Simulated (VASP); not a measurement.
Input:

```
Cd3HgTe4
1.0
    6.48932     0.00000     0.00000
    0.00000     6.48932     0.00000
    0.00000     0.00000     6.48932
Hg Te Cd
1 4 3
Direct
  0.00000   0.00000   0.00000
  0.25065   0.25065   0.25065
  0.74935   0.74935   0.25065
  0.74935   0.25065   0.74935
  0.25065   0.74935   0.74935
  0.50000   0.50000   0.00000
  0.50000   0.00000   0.50000
  0.00000   0.50000   0.50000
```

All values below come from PBEsol GGA, VASP's PBE PAW potentials (set 64) (plane waves; VASP). Settings: 400 eV cut-off, Gaussian smearing of 0.050 eV, potentials Hg Te Cd.

Unless said otherwise, spin-orbit coupling is left out, though it shifts the bands of the heavy elements here.

**Question.** Give the energies of bands 28 to 41 at the high-symmetry points, in eV from the valence-band maximum.

**Answer.** 
| band | Γ | X | M | R |
|---|---|---|---|---|
| 28 | -1.99 | -2.68 | -3.77 | -4.57 |
| 29 | -1.99 | -2.38 | -2.27 | -0.90 |
| 30 | -1.99 | -2.36 | -2.27 | -0.90 |
| 31 | -1.94 | -2.32 | -2.26 | -0.90 |
| 32 | -1.94 | -2.32 | -2.17 | -0.86 |
| 33 | -1.94 | -1.21 | -0.95 | -0.86 |
| 34 | 0.00 | -1.21 | -0.85 | -0.73 |
| 35 | 0.00 | -1.08 | -0.81 | -0.73 |
| 36 | 0.00 | -1.08 | -0.81 | -0.73 |
| 37 | 0.25 | 2.36 | 2.33 | 0.86 |
| 38 | 2.04 | 2.79 | 2.96 | 1.66 |
| 39 | 2.48 | 3.13 | 2.96 | 1.66 |
| 40 | 2.48 | 3.16 | 3.04 | 1.66 |
| 41 | 2.48 | 3.88 | 5.00 | 5.03 |

The gap is direct, 0.25 eV, from the valence maximum at Γ to the conduction minimum at Γ.

The structure was generated: Cd3HgTe4 was put into an ordered model structure (P-43m), which need not be its known phase. It was relaxed first.
